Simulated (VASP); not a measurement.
```
CELL_PARAMETERS angstrom
      3.83243     0.00000     0.00000
     -1.91622     3.31898     0.00000
      0.00000     0.00000     6.33159
ATOMIC_POSITIONS crystal
  Si 0.33333 0.66667 0.06283
  Si 0.66667 0.33333 0.93717
  Si 0.66667 0.33333 0.56283
  Si 0.33333 0.66667 0.43717
```

All values below come from r2SCAN meta-GGA, VASP's PBE PAW potentials (set 64) (plane waves; VASP). Numerical set-up: 400 eV cut-off, 15×15×8 Γ-centred mesh, Gaussian smearing of 0.010 eV, potentials Si.

Task: Predict the energy per atom (σ→0).

Result: 
```json
{
 "energy per atom (σ→0)": "-8.763 eV/atom"
}
```

The absolute energy has meaning only against runs of the same code, potentials and settings.

The structure comes from a computed database's Si entry (P6_3/mmc); how it stands against other phases isn't given here. It was relaxed first.
